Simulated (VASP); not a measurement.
A convergence study with VASP on ZrSe₂ (1T layered): one setting is varied, all else stays as given below, so the limit is that of these other settings.

```yaml
crystal:
  lattice:
    - [1.88500, -3.26492, 0.00000]
    - [1.88500, 3.26492, 0.00000]
    - [0.00000, 0.00000, 6.14000]
  atoms:
    - { symbol: Zr, position: [0.00000, 0.00000, 0.00000] }
    - { symbol: Se, position: [0.33333, 0.66667, 0.25500] }
    - { symbol: Se, position: [0.66667, 0.33333, 0.74500] }
```

Computed with PBE GGA, VASP's PBE PAW potentials (set 64) (plane waves; VASP 6.6.1). The tightest run used: 550 eV cut-off, 16×16×8 Γ-centred mesh, Gaussian smearing of 0.050 eV, potentials Zr_sv Se.

Problem. The settings run are 1×1×1 mesh; 2×2×1 mesh; 3×3×2 mesh; 4×4×2 mesh; 5×5×2 mesh; 6×6×3 mesh; 7×7×4 mesh; 8×8×4 mesh; 9×9×4 mesh; 10×10×5 mesh; 11×11×6 mesh; 12×12×6 mesh; 13×13×6 mesh; 14×14×7 mesh; 15×15×8 mesh; 16×16×8 mesh. From which on does the energy per atom stay within 0.002 eV/atom of the tightest run?

Solution. From 8×8×4 mesh on: it is off by 0.0015 there and by no more than 0.002 in any finer run, while 7×7×4 mesh is off by 0.0031.
| setting | E (eV/atom) | pressure (GPa) | irreducible k-points | difference judged (eV/atom) |
|---|---|---|---|---|
| 1×1×1 mesh | -3.2647 | 26.87 | 1 | 3.2551 |
| 2×2×1 mesh | -6.1344 | 5.45 | 2 | 0.3854 |
| 3×3×2 mesh | -6.4283 | 3.57 | 6 | 0.0916 |
| 4×4×2 mesh | -6.4797 | 3.11 | 8 | 0.0401 |
| 5×5×2 mesh | -6.5012 | 2.87 | 10 | 0.0186 |
| 6×6×3 mesh | -6.5128 | 2.69 | 17 | 0.0071 |
| 7×7×4 mesh | -6.5167 | 2.62 | 28 | 0.0031 |
| 8×8×4 mesh | -6.5183 | 2.59 | 35 | 0.0015 |
| 9×9×4 mesh | -6.5190 | 2.57 | 43 | 0.0008 |
| 10×10×5 mesh | -6.5195 | 2.56 | 58 | 0.0004 |
| 11×11×6 mesh | -6.5196 | 2.56 | 84 | 0.0002 |
| 12×12×6 mesh | -6.5197 | 2.56 | 100 | 0.0001 |
| 13×13×6 mesh | -6.5198 | 2.55 | 112 | 0.0000 |
| 14×14×7 mesh | -6.5198 | 2.55 | 144 | 0.0000 |
| 15×15×8 mesh | -6.5198 | 2.55 | 192 | 0.0000 |
| 16×16×8 mesh | -6.5198 | 2.55 | 213 | 0.0000 |

Left out are rungs that failed or repeat a setting and relaxations that didn't move; long series are thinned to 24 rows.

The compound is ZrSe2 in the 1T layered structure. The cell was not relaxed at this level.
